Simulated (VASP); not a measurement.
Method: PBE GGA with D4 dispersion, VASP's PBE PAW potentials (set 64) (plane waves; VASP 6.6.1).

VASP input:

**INCAR**
```
SYSTEM = CeO2
PREC = Accurate
ENCUT = 520
EDIFF = 1E-6
NELM = 100
ALGO = Normal
LREAL = .FALSE.
LASPH = .TRUE.
ISMEAR = 0
SIGMA = 0.05
GGA = PE
IVDW = 13
LMAXMIX = 6
LWAVE = .FALSE.
LCHARG = .FALSE.
IBRION = 2
ISIF = 3
NSW = 60
EDIFFG = -0.02
```

### KPOINTS
```
Automatic mesh
0
Gamma
6 6 6
0 0 0
```

### POSCAR
```
CeO2
1
    0.0000000000     2.7184176097     2.7184176097
    2.7184176097     0.0000000000     2.7184176097
    2.7184176097     2.7184176097     0.0000000000
Ce O
1 2
Direct
  0.0000000000   0.0000000000   0.0000000000
  0.2500000000   0.2500000000   0.2500000000
  0.7500000000   0.7500000000   0.7500000000
```

POTCAR, in this order: Ce O (PBE.64 set). Program: vasp_std.

The run wrote:

### OSZICAR
```
       N       E                     dE             d eps       ncg     rms          rms(c)
DAV:   1     0.237053660717E+03    0.23705E+03   -0.11692E+04   520   0.203E+03
DAV:   2     0.121719432057E+02   -0.22488E+03   -0.21276E+03   752   0.314E+02
DAV:   3    -0.297792079918E+02   -0.41951E+02   -0.35668E+02   656   0.154E+02
DAV:   4    -0.317183128958E+02   -0.19391E+01   -0.19387E+01   824   0.368E+01
DAV:   5    -0.318124496979E+02   -0.94137E-01   -0.94125E-01   840   0.710E+00    0.302E+01
DAV:   6    -0.296120531856E+02    0.22004E+01   -0.94561E+01   752   0.595E+01    0.268E+01
DAV:   7    -0.283135190573E+02    0.12985E+01   -0.18781E+02   768   0.130E+02    0.214E+01
DAV:   8    -0.275888000143E+02    0.72472E+00   -0.35774E+00   648   0.207E+01    0.142E+01
DAV:   9    -0.262914619931E+02    0.12973E+01   -0.67474E+00   760   0.217E+01    0.181E+00
DAV:  10    -0.262631589476E+02    0.28303E-01   -0.24712E-01   904   0.417E+00    0.125E+00
DAV:  11    -0.262445429292E+02    0.18616E-01   -0.42527E-02   712   0.202E+00    0.119E+00
DAV:  12    -0.262263539754E+02    0.18189E-01   -0.73430E-02   632   0.208E+00    0.775E-01
DAV:  13    -0.262289049878E+02   -0.25510E-02   -0.13620E-01   896   0.355E+00    0.986E-01
DAV:  14    -0.262241102868E+02    0.47947E-02   -0.30972E-02   712   0.169E+00    0.238E-01
DAV:  15    -0.262242443331E+02   -0.13405E-03   -0.49044E-04   744   0.188E-01    0.196E-01
DAV:  16    -0.262240191367E+02    0.22520E-03   -0.12317E-03   792   0.345E-01    0.552E-02
DAV:  17    -0.262240176954E+02    0.14412E-05   -0.61086E-05   712   0.568E-02    0.303E-02
DAV:  18    -0.262240093421E+02    0.83534E-05   -0.72406E-05   752   0.795E-02    0.351E-03
DAV:  19    -0.262240091937E+02    0.14837E-06   -0.22339E-06   552   0.100E-02
   1 F= -.26982187E+02 E0= -.26982187E+02  d E =-.269822E+02
       N       E                     dE             d eps       ncg     rms          rms(c)
DAV:   1    -0.262310753046E+02   -0.70660E-02   -0.39256E-01   536   0.662E+00    0.197E+00
DAV:   2    -0.262222093259E+02    0.88660E-02   -0.15061E-01   768   0.399E+00    0.730E-01
DAV:   3    -0.262195817080E+02    0.26276E-02   -0.13363E-01   760   0.305E+00    0.735E-01
DAV:   4    -0.262162273504E+02    0.33544E-02   -0.25156E-02   760   0.147E+00    0.515E-02
DAV:   5    -0.262161982277E+02    0.29123E-04   -0.90812E-04   888   0.179E-01    0.460E-02
DAV:   6    -0.262162078539E+02   -0.96262E-05   -0.30354E-05   680   0.433E-02    0.304E-02
DAV:   7    -0.262162424638E+02   -0.34610E-04   -0.15799E-04   896   0.103E-01    0.279E-02
DAV:   8    -0.262162381928E+02    0.42710E-05   -0.25338E-05   704   0.490E-02    0.687E-03
DAV:   9    -0.262162380085E+02    0.18428E-06   -0.10378E-06   344   0.916E-03
   2 F= -.26981969E+02 E0= -.26981969E+02  d E =0.217708E-03
       N       E                     dE             d eps       ncg     rms          rms(c)
DAV:   1    -0.262258348332E+02   -0.95966E-02   -0.12496E-01   536   0.371E+00    0.112E+00
DAV:   2    -0.262233886160E+02    0.24462E-02   -0.56523E-02   768   0.245E+00    0.453E-01
DAV:   3    -0.262220442210E+02    0.13444E-02   -0.44912E-02   752   0.174E+00    0.406E-01
DAV:   4    -0.262210806638E+02    0.96356E-03   -0.82128E-03   760   0.840E-01    0.254E-02
DAV:   5    -0.262210677261E+02    0.12938E-04   -0.20660E-04   848   0.102E-01    0.329E-02
DAV:   6    -0.262210700799E+02   -0.23538E-05   -0.13336E-05   776   0.270E-02    0.171E-02
DAV:   7    -0.262210711867E+02   -0.11068E-05   -0.34731E-05   856   0.318E-02    0.824E-03
DAV:   8    -0.262210722384E+02   -0.10518E-05   -0.10600E-06   408   0.746E-03    0.108E-03
DAV:   9    -0.262210723263E+02   -0.87895E-07   -0.10337E-07   288   0.308E-03
   3 F= -.26982535E+02 E0= -.26982535E+02  d E =-.347869E-03
```

### OUTCAR
```
------------------------ aborting loop because EDIFF is reached ----------------------------------------
  Edisp (eV):   -0.76146
  FORCE on cell =-STRESS in cart. coord.  units (eV):
  Direction    XX          YY          ZZ          XY          YZ          ZX
  --------------------------------------------------------------------------------------
  Total      -0.00185    -0.00185    -0.00185     0.00000     0.00000     0.00000
  in kB      -0.07391    -0.07391    -0.07391     0.00000     0.00000     0.00000
  external pressure =       -0.07 kB  Pullay stress =        0.00 kB
  volume of cell :       40.02
      direct lattice vectors                 reciprocal lattice vectors
    -0.000000000  2.714901986  2.714901986    -0.184168711  0.184168711  0.184168711
     2.714901986 -0.000000000  2.714901986     0.184168711 -0.184168711  0.184168711
     2.714901986  2.714901986 -0.000000000     0.184168711  0.184168711 -0.184168711
 POSITION                                       TOTAL-FORCE (eV/Angst)
 -----------------------------------------------------------------------------------
      0.00000      0.00000      0.00000         0.000000      0.000000     -0.000000
      1.35745      1.35745      1.35745        -0.000000      0.000000      0.000000
      4.07235      4.07235      4.07235         0.000000     -0.000000     -0.000000
 -----------------------------------------------------------------------------------
    total drift:                                0.000000     -0.000000      0.000000
  FREE ENERGIE OF THE ION-ELECTRON SYSTEM (eV)
  ---------------------------------------------------
  free  energy   TOTEN  =       -26.9825346170 eV

  energy  without entropy=      -26.9825346170  energy(sigma->0) =      -26.98253462

 reached required accuracy - stopping structural energy minimisation
```
(Selected blocks of OUTCAR.)

### CONTCAR
```
CeO2
   1.00000000000000
    -0.0000000000000000    2.7149019863307990    2.7149019863307990
     2.7149019863307990   -0.0000000000000000    2.7149019863307990
     2.7149019863307990    2.7149019863307990   -0.0000000000000000
  Ce              O
     1     2
Direct
     0.0000000000000000    0.0000000000000000    0.0000000000000000
     0.2500000000000000    0.2500000000000000    0.2500000000000000
     0.7500000000000000    0.7500000000000000    0.7500000000000000
```

### OUTCAR
```
 val. band max:        5.1260953818   @ k =   0.5000   0.3333   0.1667

 cond. band min:       7.1585630688   @ k =   0.5000   0.0000   0.0000


 Fermi energy:         5.4366463291

 k-point     1 :       0.0000    0.0000    0.0000
  band No.  band energies     occupation
      1     -27.2011      2.00000
      2     -11.0733      2.00000
      3     -10.1260      2.00000
      4      -9.3587      2.00000
      5      -9.3587      2.00000
      6      -9.3587      2.00000
      7       1.4219      2.00000
      8       1.4219      2.00000
      9       1.4219      2.00000
     10       4.6349      2.00000
     11       4.6349      2.00000
     12       4.6349      2.00000
     13       7.4779      0.00000
     14       7.4779      0.00000
     15       7.4779      0.00000
     16       7.7207      0.00000

 k-point     2 :       0.1667    0.0000    0.0000
  band No.  band energies     occupation
      1     -27.1521      2.00000
      2     -11.8583      2.00000
      3     -10.3387      2.00000
      4      -9.4198      2.00000
      5      -9.4198      2.00000
      6      -8.5204      2.00000
      7       1.6636      2.00000
      8       1.6636      2.00000
      9       2.0797      2.00000
     10       4.4109      2.00000
     11       4.5435      2.00000
     12       4.5435      2.00000
     13       7.4507      0.00000
     14       7.4507      0.00000
     15       7.4802      0.00000
     16       7.7530      0.00000

 k-point     3 :       0.3333    0.0000    0.0000
  band No.  band energies     occupation
      1     -27.0512      2.00000
      2     -12.7950      2.00000
      3     -10.7435      2.00000
      4      -9.5373      2.00000
      5      -9.5373      2.00000
      6      -7.4177      2.00000
      7       2.1096      2.00000
      8       2.1096      2.00000
      9       3.3358      2.00000
     10       4.1444      2.00000
     11       4.4377      2.00000
     12       4.4377      2.00000
     13       7.3742      0.00000
...
```

The compound is CeO2 in the fluorite structure. This run relaxes it. Symmetry was kept, so distortions that lower it aren't found. The start is the result of an earlier pass. The run is not spin-polarised, so no magnetic state was tried.
